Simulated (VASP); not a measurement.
Input:

```
MgI2
1.0
    2.07500    -3.59401     0.00000
    2.07500     3.59401     0.00000
    0.00000     0.00000     6.86000
Mg I
1 2
Direct
  0.00000   0.00000   0.00000
  0.33333   0.66667   0.24200
  0.66667   0.33333   0.75800
```

Calculation: AM05 GGA, VASP's PBE PAW potentials (set 64) (plane waves; VASP). Settings: 400 eV cut-off, 6×6×3 Γ-centred mesh, Gaussian smearing of 0.050 eV, potentials Mg I.

Problem. Give the force on each atom (eV/Å).

Solution. 
| atom | Fx | Fy | Fz |
|---|---|---|---|
| Mg1 | 0.000 | 0.000 | 0.000 |
| I2 | 0.000 | 0.000 | -0.055 |
| I3 | 0.000 | 0.000 | 0.055 |

Problem. Give the stress tensor in GPa (positive for a compressed cell).

Solution. 
```
0.33  0.00  0.00
0.00  0.33  0.00
0.00  0.00  0.78
```
The pressure is its mean diagonal, 0.48 GPa.

The compound is MgI2 in the 1T layered structure. The cell was not relaxed at this level. The run is one of a series of settings (GGA = AM against the base run), some of them coarse on purpose.
